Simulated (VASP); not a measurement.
Wanted: the native input for a VASP 6.6.1 run.

```
Task                   : single point
Functional             : PBE
Potentials or basis    : VASP PAW PBE potentials, release 64 (Ge_d, Au)
Cutoff                 : 520 eV
k mesh                 : 6 × 6 × 4
Occupations            : gaussian, width 0.1 eV
Spin                   : no spin polarisation
Dipole correction      : no
Further INCAR settings : ALGO = Fast; EDIFF = 1e-07; NBANDS = 50
```

The structure of Ge5Au lies in POSCAR:

```
Ge5Au
1.0
    4.7799186400      0.0000000000      0.0000000000
   -2.3899593200      4.1395309700      0.0000000000
    0.0000000000      0.0000000000      5.8601802500
Ge Au
5 1
Direct
    0.0000000000      0.0000000000      0.0000000000
    0.3333333300      0.6666666700      0.2500000000
    0.3333333300      0.6666666700      0.7500000000
    0.6666666700      0.3333333300      0.2500000000
    0.6666666700      0.3333333300      0.7500000000
    0.0000000000      0.0000000000      0.5000000000
```

The cell was built by a generator and needn't be a form met in nature.

The input as run:

INCAR

```
PREC = Accurate
ENCUT = 520
EDIFF = 1E-7
ISMEAR = 0
SIGMA = 0.1
LREAL = False
LASPH = True
NELM = 100
ALGO = Fast
ISIF = 2
LWAVE = False
LCHARG = False
GGA = PE
NBANDS = 50
```

KPOINTS

```
Automatic mesh
0
Gamma
  6 6 4
```

Potentials or basis: VASP PAW PBE potentials, release 64 (Ge_d, Au).

Command:

```bash
$ cat potpaw_PBE.64/Ge_d/POTCAR potpaw_PBE.64/Au/POTCAR > POTCAR
$ mpirun -np 1 vasp_std > vasp.out
```

It gave:

* Pressure: 0.0 GPa
* Largest force: 0.111 eV/Å
* Band gap on the k mesh: none (metal or under the smearing width)

It took 74 s on 1 thread of Intel(R) Xeon(R) 6975P-C (Granite Rapids), on a shared host, peak memory 0.29 GiB.
